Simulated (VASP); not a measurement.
Consider the following.

```yaml
crystal:
  lattice:
    - [0.00000, 3.30382, 3.30382]
    - [3.30382, 0.00000, 3.30382]
    - [3.30382, 3.30382, 0.00000]
  atoms:
    - { symbol: Cd, position: [0.00000, 0.00000, 0.00000] }
    - { symbol: Te, position: [0.25000, 0.25000, 0.25000] }
```

Level of theory: PBE GGA with spin-orbit coupling, VASP's PBE PAW potentials (set 64) (plane waves; VASP). Numerical set-up: 350 eV cut-off, 6×6×6 Γ-centred mesh, Gaussian smearing of 0.050 eV, potentials Cd Te.

Question: Estimate the energy per atom (σ→0), band gap (on the k-mesh) with the smallest direct gap where there is one.

Answer: 
```yaml
band gap (on the k-mesh): 0.33 eV
smallest direct gap (on the k-mesh): 0.33 eV
energy per atom (σ→0): -2.465 eV/atom
```

The absolute energy has meaning only against runs of the same code, potentials and settings.

The compound is CdTe in the zinc blende structure. It was relaxed first, which changed the volume by +6 %.
